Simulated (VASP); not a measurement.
CaZn, 2 atoms in the cell. The structure is cubic, space group Pm-3m (No. 221). The conventional cell has a = 3.649 Å, b = 3.649 Å, c = 3.649 Å, α = 90.00°, β = 90.00°, γ = 90.00°. Ca (site symmetry m-3m) has 8 Zn at 3.16 Å as nearest neighbours. Zn (site symmetry m-3m) is surrounded by 8 Ca at 3.16 Å. The cell comes from a database or a generator and needn't be the stable form of this composition.

- Program: VASP 6.6.1
- Task: single point
- Functional: r2SCAN
- Potentials or basis: VASP PAW PBE potentials, release 64 (Ca_sv, Zn)
- Cutoff: 520 eV
- k mesh: 6 × 6 × 6
- Occupations: gaussian, width 0.1 eV
- Spin: no spin polarisation
- Dipole correction: no
- Further INCAR settings: ALGO = Normal; EDIFF = 1e-06; NBANDS = 18

Potentials or basis: VASP PAW PBE potentials, release 64 (Ca_sv, Zn).

Run with:

```bash
$ cat potpaw_PBE.64/Ca_sv/POTCAR potpaw_PBE.64/Zn/POTCAR > POTCAR
$ cp INCAR.step1 INCAR
$ mpirun -np 1 vasp_std > vasp.out
$ cp INCAR.step2 INCAR
$ mpirun -np 1 vasp_std > vasp.out
```

Hardware: 1 thread of Intel(R) Xeon(R) Platinum 8559C (Emerald Rapids), with other jobs on the host.

**Question.** Estimate the wall time of this run.

**Answer.** It took 38 s on 1 thread of Intel(R) Xeon(R) Platinum 8559C (Emerald Rapids) (shared host), peak memory 0.17 GiB. Counts: scf iterations 10, k points 20.
